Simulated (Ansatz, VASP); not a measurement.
## Cross-check of Zn44Se14S29 between VASP and Ansatz

Wanted: the spread between two codes on one cell, functional and k mesh. Of the first pair: The structure shown is the start of the Ansatz relaxation below; VASP solves that cell, so the two are compared at the walk's first step.

Method: plane waves, with VASP 6.6.1 beside it; PBE, in Ansatz 0.2.0.

## 1. The starting structure

The cell holds 87 atoms: 44 Zn, 14 Se and 29 S. Its edges and angles: a = 12.241 Å, b = 12.241 Å, c = 12.241 Å, α = 90.0°, β = 90.0°, γ = 90.0°. It derives from Zn44Se15S29 (partly crystallised Zn44Se15S29). Nearest the centre at fractional (0.330, 0.029, 0.598): Zn11 at 2.42 Å, Zn26 at 2.43 Å, Zn6 at 2.46 Å, Zn14 at 2.65 Å, S72 at 3.36 Å, Se48 at 3.72 Å, S62 at 3.75 Å, S86 at 3.85 Å.

## 2. Ansatz: relaxation, PBE

Ansatz runs on its default PAW (the set named soft_2) files.

The two programs are compared at the cell with which this relaxation starts, whose forces are those of its first step.

input.yaml

```yaml
crystal:
  lattice:
    - [12.2405, 0.0, 0.0]
    - [0.0, 12.2405, 0.0]
    - [0.0, 0.0, 12.2405]
  atoms:
    - { symbol: Zn, position: [0.94073, 0.88558, 0.84837] }
    - { symbol: Zn, position: [0.21698, 0.86121, 0.92079] }
    - { symbol: Zn, position: [0.73499, 0.92197, 0.62288] }
    - { symbol: Zn, position: [0.86711, 0.05859, 0.1197] }
    - { symbol: Zn, position: [0.56806, 0.12406, 0.16861] }
    - { symbol: Zn, position: [0.31003, 0.2227, 0.6487] }
    - { symbol: Zn, position: [0.24127, 0.59482, 0.13281] }
    - { symbol: Zn, position: [0.8809, 0.13491, 0.64715] }
    - { symbol: Zn, position: [0.58991, 0.19668, 0.70766] }
    - { symbol: Zn, position: [0.53058, 0.30714, 0.42433] }
    - { symbol: Zn, position: [0.3624, 0.03453, 0.4031] }
    - { symbol: Zn, position: [0.26578, 0.67235, 0.69839] }
    - { symbol: Zn, position: [0.31794, 0.31081, 0.19869] }
    - { symbol: Zn, position: [0.45233, 0.90275, 0.72431] }
    - { symbol: Zn, position: [0.70204, 0.10174, 0.36459] }
    - { symbol: Zn, position: [0.02766, 0.35448, 0.09582] }
    - { symbol: Zn, position: [0.53126, 0.55116, 0.23801] }
    - { symbol: Zn, position: [0.07846, 0.23447, 0.39922] }
    - { symbol: Zn, position: [0.77524, 0.35472, 0.25817] }
    - { symbol: Zn, position: [0.99321, 0.53407, 0.33344] }
    - { symbol: Zn, position: [0.2104, 0.78949, 0.37948] }
    - { symbol: Zn, position: [0.81781, 0.37457, 0.82787] }
    - { symbol: Zn, position: [0.50162, 0.74313, 0.48748] }
    - { symbol: Zn, position: [0.73909, 0.50542, 0.51788] }
    - { symbol: Zn, position: [0.41305, 0.85479, 0.16026] }
    - { symbol: Zn, position: [0.13983, 0.97686, 0.61863] }
    - { symbol: Zn, position: [0.97287, 0.7068, 0.60442] }
    - { symbol: Zn, position: [0.47219, 0.65718, 0.94359] }
    - { symbol: Zn, position: [0.29483, 0.48773, 0.44387] }
    - { symbol: Zn, position: [0.00083, 0.78281, 0.15412] }
    - { symbol: Zn, position: [0.07598, 0.15839, 0.85561] }
    - { symbol: Zn, position: [0.05275, 0.41064, 0.64542] }
    - { symbol: Zn, position: [0.51184, 0.47399, 0.69854] }
    - { symbol: Zn, position: [0.66512, 0.05543, 0.89981] }
    - { symbol: Zn, position: [0.71755, 0.68024, 0.76445] }
    - { symbol: Zn, position: [0.78434, 0.57063, 0.07003] }
    - { symbol: Zn, position: [0.27194, 0.40673, 0.89662] }
    - { symbol: Zn, position: [0.72327, 0.83478, 0.03334] }
    - { symbol: Zn, position: [0.57006, 0.36634, 0.98337] }
    - { symbol: Zn, position: [0.78328, 0.7574, 0.34836] }
    - { symbol: Zn, position: [0.01504, 0.59744, 0.8931] }
    - { symbol: Zn, position: [0.94999, 0.95113, 0.40186] }
    - { symbol: Zn, position: [0.15497, 0.0412, 0.16125] }
    - { symbol: Zn, position: [0.36619, 0.11195, 0.93778] }
    - { symbol: Se, position: [0.23283, 0.1582, 0.2979] }
    - { symbol: Se, position: [0.1567, 0.52228, 0.77689] }
    - { symbol: Se, position: [0.4465, 0.23671, 0.06745] }
    - { symbol: Se, position: [0.15289, 0.78333, 0.57338] }
    - { symbol: Se, position: [0.93957, 0.52926, 0.52619] }
    - { symbol: Se, position: [0.63462, 0.63645, 0.3896] }
    - { symbol: Se, position: [0.39986, 0.59351, 0.57721] }
    - { symbol: Se, position: [0.19179, 0.33694, 0.52838] }
    - { symbol: Se, position: [0.02901, 0.15761, 0.05058] }
    - { symbol: Se, position: [0.70595, 0.10839, 0.56383] }
    - { symbol: Se, position: [0.57552, 0.95032, 0.07014] }
    - { symbol: Se, position: [0.78912, 0.94605, 0.28194] }
    - { symbol: Se, position: [0.18076, 0.601, 0.32306] }
    - { symbol: Se, position: [0.12401, 0.71033, 0.01753] }
    - { symbol: S, position: [0.85917, 0.82417, 0.51379] }
    - { symbol: S, position: [0.01521, 0.08725, 0.51574] }
    - { symbol: S, position: [0.70196, 0.50046, 0.70669] }
    - { symbol: S, position: [0.39101, 0.85068, 0.3558] }
    - { symbol: S, position: [0.88339, 0.65026, 0.22106] }
    - { symbol: S, position: [0.51535, 0.12999, 0.35063] }
    - { symbol: S, position: [0.74615, 0.18578, 0.18098] }
    - { symbol: S, position: [0.97125, 0.35384, 0.27801] }
    - { symbol: S, position: [0.95975, 0.27495, 0.74532] }
    - { symbol: S, position: [0.47657, 0.30811, 0.61256] }
    - { symbol: S, position: [0.29394, 0.97056, 0.0539] }
    - { symbol: S, position: [0.20942, 0.41536, 0.07823] }
    - { symbol: S, position: [0.36002, 0.77374, 0.83026] }
    - { symbol: S, position: [0.49992, 0.05994, 0.81158] }
    - { symbol: S, position: [0.80769, 0.00014, 0.78702] }
    - { symbol: S, position: [0.67945, 0.25488, 0.87256] }
    - { symbol: S, position: [0.89726, 0.89192, 0.03352] }
    - { symbol: S, position: [0.66717, 0.68042, 0.95001] }
    - { symbol: S, position: [0.45135, 0.47786, 0.88031] }
    - { symbol: S, position: [0.90825, 0.71186, 0.78255] }
    - { symbol: S, position: [0.59527, 0.80061, 0.65139] }
    - { symbol: S, position: [0.41949, 0.66607, 0.12604] }
    - { symbol: S, position: [0.41904, 0.41851, 0.31892] }
    - { symbol: S, position: [0.25289, 0.22722, 0.83204] }
    - { symbol: S, position: [0.65641, 0.45175, 0.13539] }
    - { symbol: S, position: [0.71397, 0.34344, 0.43245] }
    - { symbol: S, position: [0.9101, 0.46209, 0.97512] }
    - { symbol: S, position: [0.1034, 0.97215, 0.80812] }
    - { symbol: S, position: [0.08746, 0.89729, 0.27691] }
kpoints:
  mp_grid: { grid: [1, 1, 1] }
hamiltonian:
  xc: pbe
scf:
  occupations: { method: gaussian, width: 0.025 }
output:
  forces: true
  eigenvalues: true
relax:
  f_tol: 0.05
  max_steps: 90
```

Launch:

```bash
$ ansatz run input.yaml --threads 4 --pin off --max-ram 8192MiB --backend cpu --events-out ev --progress --plain --runs-dir out
```

Numbers of over 12 decimals in the logs are rounded to 6 here.

The program printed:

```text
Engine: ansatz 0.2.0, x86_64-unknown-linux-gnu
Pseudopotentials: kind: paw
Pseudopotential: Zn, paw, valence charge 12, recommended cutoff 420 eV (normal), Zn.paw.azcp
Pseudopotential: Se, paw, valence charge 16, recommended cutoff 420 eV (normal), Se.paw.azcp
Pseudopotential: S, paw, valence charge 6, recommended cutoff 420 eV (normal), S.paw.azcp
Functional definition: PBE
  parameter kappa = 0.804
  parameter beta = 0.066725
  exchange = pbe_x(kappa = kappa, mu = beta*pi^2/3)
  correlation = pbe_c(beta = beta)
Crystal: 87 atoms, lattice volume = 1833.992 Å³
Basis set: ecut = 420 eV, 35825 PW (Γ), exchange–correlation on 180×180×180 points (8 copies of the dense FFT grid, shifted against one another)
Bands: 556, of which v1, the nominal top of the filled ones, is band 463 counted from 1 (462 counted from 0)
Symmetry: 1 space group operations
Space group: P1 (ITA 1), of the structure as read, at distance tolerance 1.2e-4 Å
k-points: 1
Non-local potential: Zn, projectors of the file, l = 0: 2, l = 1: 2, l = 2: 3, l = 3: 1
Non-local potential: Se, projectors of the file, l = 0: 2, l = 1: 2, l = 2: 3, l = 3: 1
Non-local potential: S, projectors of the file, l = 0: 2, l = 1: 2, l = 2: 2
PAW form: soft (Blöchl's): semilocal exchange-correlation on the pseudo side does not see the compensation charge
PAW one-centre angular grid: Zn, 590 points (default); XC on 64 Gauss nodes
PAW one-centre angular grid: Se, 590 points (default); XC on 64 Gauss nodes
PAW one-centre angular grid: S, 110 points (default); XC on 64 Gauss nodes
Initial density: superposition of atomic densities (neutral atoms: chi_scale 0, normalization atom), corrected by the library's trained network
Initial wavefunctions: pseudopotential atomic-orbital guess
Functional: x = pbe(κ = 0.804, μ = 0.219515), c = pbe(β = 0.066725)
SCF iter   1: F=—  HF=-248819.498718 eV  |F-HF|=—  |Δ(HF+E_count)|=         —  Δρ=1.50e-3  dr2=2.02e-1  ethr=1.77e-3  ⟨swp⟩=6.0  Hψ=2283  notcnv=0  defer=20
preconditioner: auto → Resta (q_TF=auto, 2.435 Å⁻¹)  ε∞=6.4  [insulator: Δε(μ)=1.108 eV  Ē_g=10.415 eV  σ=0.025 eV  W_gap=1.00  n_scr=460 (ndim 8)  ℏωp=24.3 eV  f_vac=0.069  D(μ)=0.00/eV (n_scr^D=0)  ε∞_Penn≈6.4]
SCF iter   2: F=—  HF=-248819.467764 eV  |F-HF|=—  |Δ(HF+E_count)|=   3.10e-2  Δρ=8.03e-4  dr2=4.93e-2  ethr=2.19e-5  ⟨swp⟩=2.0  Hψ=1037  notcnv=0  defer=87
SCF iter   3: F=—  HF=-248819.465286 eV  |F-HF|=—  |Δ(HF+E_count)|=   2.48e-3  Δρ=5.75e-4  dr2=5.94e-3  ethr=5.32e-6  ⟨swp⟩=2.0  Hψ=821  notcnv=0  defer=87
SCF iter   4: F=—  HF=-248819.463321 eV  |F-HF|=—  |Δ(HF+E_count)|=   1.97e-3  Δρ=2.28e-4  dr2=1.57e-3  ethr=6.41e-7  ⟨swp⟩=2.0  Hψ=1019  notcnv=0  defer=89
SCF iter   5: F=—  HF=-248819.463265 eV  |F-HF|=—  |Δ(HF+E_count)|=   5.56e-5  Δρ=6.95e-5  dr2=2.44e-4  ethr=1.70e-7  ⟨swp⟩=2.0  Hψ=930  notcnv=0  defer=89
SCF iter   6: F=-248819.463293 eV  HF=-248819.463274 eV  |F-HF|=1.94e-5  |Δ(HF+E_count)|=   8.46e-6  Δρ=3.88e-5  dr2=5.33e-5  ethr=6.75e-9  ⟨swp⟩=10.0  Hψ=2895  notcnv=0
SCF 1 converged in 6 iterations: F = -248819.463293 eV  dr2 = 5.33e-5
  greatest PAW one-centre occupation: 1.000 electrons in one spin orbital (limit 2), on the Se atom at site 55 (counted from 0), in its partial waves of l = 2
relax step   1: F+E_penalty+E_count = -248819.46329298 eV  Δ(F+E_penalty+E_count) = +0.000e0 eV  max|allowed force component| = 5.798e-1 eV/Å  Δτ_max = 0.0000 Å  (6 SCF iters, dr2 threshold 6.25e-5 eV, accepted)
Initial density: handed on by an earlier stage of this run
Initial wavefunctions: those handed on with the density
iter 1 solved again at ethr=4.16e-5 eV; its pass at ethr=3.10e-3 eV (dr2=3.85e-1 eV) is discarded
SCF iter   1: F=—  HF=-248819.950519 eV  |F-HF|=—  |Δ(HF+E_count)|=         —  Δρ=5.43e-3  dr2=3.89e-1  ethr=4.16e-5  ⟨swp⟩=2.0  Hψ=1614  notcnv=0  defer=89
preconditioner: auto → Resta (q_TF=auto, 2.435 Å⁻¹)  ε∞=6.4  [insulator: Δε(μ)=1.233 eV  Ē_g=10.416 eV  σ=0.025 eV  W_gap=1.00  n_scr=460 (ndim 8)  ℏωp=24.3 eV  f_vac=0.067  D(μ)=0.00/eV (n_scr^D=0)  ε∞_Penn≈6.4]
SCF iter   2: F=—  HF=-248819.854592 eV  |F-HF|=—  |Δ(HF+E_count)|=   9.59e-2  Δρ=2.57e-3  dr2=7.57e-2  ethr=4.16e-5  ⟨swp⟩=4.0  Hψ=929  notcnv=0  defer=89
SCF iter   3: F=—  HF=-248819.842181 eV  |F-HF|=—  |Δ(HF+E_count)|=   1.24e-2  Δρ=8.53e-4  dr2=8.22e-3  ethr=8.17e-6  ⟨swp⟩=3.0  Hψ=932  notcnv=0  defer=89
SCF iter   4: F=—  HF=-248819.840775 eV  |F-HF|=—  |Δ(HF+E_count)|=   1.41e-3  Δρ=2.95e-4  dr2=1.59e-3  ethr=8.87e-7  ⟨swp⟩=2.0  Hψ=903  notcnv=0  defer=89
SCF iter   5: F=—  HF=-248819.841182 eV  |F-HF|=—  |Δ(HF+E_count)|=   4.07e-4  Δρ=6.66e-5  dr2=1.46e-4  ethr=1.72e-7  ⟨swp⟩=2.0  Hψ=843  notcnv=0  defer=89
SCF iter   6: F=—  HF=-248819.841226 eV  |F-HF|=—  |Δ(HF+E_count)|=   4.42e-5  Δρ=2.83e-5  dr2=2.51e-5  ethr=1.58e-8  ⟨swp⟩=2.0  Hψ=928  notcnv=0  defer=89
[...]
--- Relaxed structure (9 steps of the walk, 8 accepted, 0 SCFs on fresh bases) ---
  F+E_penalty+E_count = -248820.65968078 eV   max|allowed force component| = 3.026e-2 eV/Å
  atoms:
    - { symbol: Zn, position: [0.946503, 0.890415, 0.844569] }
    - { symbol: Zn, position: [0.215342, 0.864264, 0.920748] }
    - { symbol: Zn, position: [0.742272, 0.920048, 0.624008] }
    - { symbol: Zn, position: [0.863363, 0.061372, 0.119517] }
    - { symbol: Zn, position: [0.559611, 0.119186, 0.173102] }
    - { symbol: Zn, position: [0.298423, 0.193515, 0.624657] }
    - { symbol: Zn, position: [0.241436, 0.595725, 0.132831] }
    - { symbol: Zn, position: [0.884508, 0.135784, 0.643357] }
    - { symbol: Zn, position: [0.588960, 0.193129, 0.699089] }
    - { symbol: Zn, position: [0.529491, 0.304586, 0.425821] }
    - { symbol: Zn, position: [0.341612, 0.053302, 0.441095] }
    - { symbol: Zn, position: [0.268669, 0.672115, 0.696893] }
    - { symbol: Zn, position: [0.315470, 0.311410, 0.197904] }
    - { symbol: Zn, position: [0.486214, 0.871216, 0.762160] }
    - { symbol: Zn, position: [0.692804, 0.096178, 0.363913] }
    - { symbol: Zn, position: [0.026754, 0.356638, 0.093344] }
    - { symbol: Zn, position: [0.531946, 0.551306, 0.242097] }
    - { symbol: Zn, position: [0.070206, 0.241882, 0.394184] }
    - { symbol: Zn, position: [0.770443, 0.354121, 0.259490] }
    - { symbol: Zn, position: [0.992370, 0.537168, 0.334053] }
    - { symbol: Zn, position: [0.211190, 0.791681, 0.382180] }
    - { symbol: Zn, position: [0.814033, 0.369554, 0.825994] }
    - { symbol: Zn, position: [0.496807, 0.744446, 0.486787] }
    - { symbol: Zn, position: [0.742606, 0.507786, 0.519164] }
[...]
- { symbol: Zn, position: [0.272106, 0.402005, 0.890987] }
    - { symbol: Zn, position: [0.726133, 0.837420, 0.033314] }
    - { symbol: Zn, position: [0.567650, 0.361147, 0.985850] }
    - { symbol: Zn, position: [0.785236, 0.757455, 0.348920] }
    - { symbol: Zn, position: [0.015939, 0.596500, 0.892541] }
    - { symbol: Zn, position: [0.951031, 0.955391, 0.399009] }
    - { symbol: Zn, position: [0.153962, 0.042975, 0.163069] }
    - { symbol: Zn, position: [0.362812, 0.109118, 0.931661] }
    - { symbol: Se, position: [0.227388, 0.162645, 0.299712] }
    - { symbol: Se, position: [0.157575, 0.522615, 0.775220] }
    - { symbol: Se, position: [0.441854, 0.231469, 0.066112] }
    - { symbol: Se, position: [0.167700, 0.802833, 0.578163] }
    - { symbol: Se, position: [0.942973, 0.538683, 0.528351] }
    - { symbol: Se, position: [0.634544, 0.639438, 0.392444] }
    - { symbol: Se, position: [0.401401, 0.590502, 0.576981] }
    - { symbol: Se, position: [0.187268, 0.338389, 0.524877] }
    - { symbol: Se, position: [0.027650, 0.158848, 0.050411] }
    - { symbol: Se, position: [0.708396, 0.105346, 0.561473] }
    - { symbol: Se, position: [0.573579, 0.951738, 0.060805] }
    - { symbol: Se, position: [0.786603, 0.944413, 0.280347] }
    - { symbol: Se, position: [0.180967, 0.603740, 0.323661] }
    - { symbol: Se, position: [0.124134, 0.710822, 0.016785] }
    - { symbol: S, position: [0.865942, 0.826637, 0.511873] }
    - { symbol: S, position: [0.017948, 0.092350, 0.510909] }
    - { symbol: S, position: [0.700865, 0.493540, 0.707333] }
    - { symbol: S, position: [0.387861, 0.866903, 0.370759] }
    - { symbol: S, position: [0.883143, 0.651649, 0.219602] }
    - { symbol: S, position: [0.504712, 0.125823, 0.357815] }
    - { symbol: S, position: [0.738355, 0.184232, 0.184671] }
    - { symbol: S, position: [0.965868, 0.358878, 0.274479] }
    - { symbol: S, position: [0.959429, 0.274874, 0.745590] }
    - { symbol: S, position: [0.464896, 0.298558, 0.610547] }
    - { symbol: S, position: [0.292877, 0.971256, 0.055828] }
    - { symbol: S, position: [0.209523, 0.416048, 0.074783] }
    - { symbol: S, position: [0.359806, 0.763234, 0.840890] }
    - { symbol: S, position: [0.485789, 0.051498, 0.792806] }
    - { symbol: S, position: [0.808087, 0.00250825, 0.786594] }
    - { symbol: S, position: [0.672243, 0.249905, 0.868877] }
    - { symbol: S, position: [0.899938, 0.896113, 0.030785] }
    - { symbol: S, position: [0.669708, 0.680604, 0.951304] }
    - { symbol: S, position: [0.451680, 0.474573, 0.881872] }
    - { symbol: S, position: [0.913384, 0.714322, 0.781565] }
    - { symbol: S, position: [0.608858, 0.789990, 0.652437] }
    - { symbol: S, position: [0.420008, 0.670813, 0.134703] }
    - { symbol: S, position: [0.418980, 0.417219, 0.318409] }
    - { symbol: S, position: [0.254157, 0.223036, 0.819574] }
    - { symbol: S, position: [0.654378, 0.451592, 0.135287] }
    - { symbol: S, position: [0.712467, 0.345622, 0.435224] }
    - { symbol: S, position: [0.908042, 0.461304, 0.972127] }
    - { symbol: S, position: [0.111803, 0.974884, 0.798248] }
    - { symbol: S, position: [0.087605, 0.897372, 0.275902] }
```

The column dr2 measures how far the density is from self-consistency, as an energy; F and HF (Harris–Foulkes) agree once it is small.

(Continued in part 2 of 2.)

[Lines on the potential files, build, host, timing and source positions are cut from VASP's logs without a mark.]

[Logs are printed without paths, hosts, clocks, repeated set-up lines and the standing remarks that a program may print on its own settings, such as how far it seeks lower states.]

[Hosts, paths, dates, database ids (printed as entryN), source tags and the programs' standing remarks are cut or masked in the printed files.]
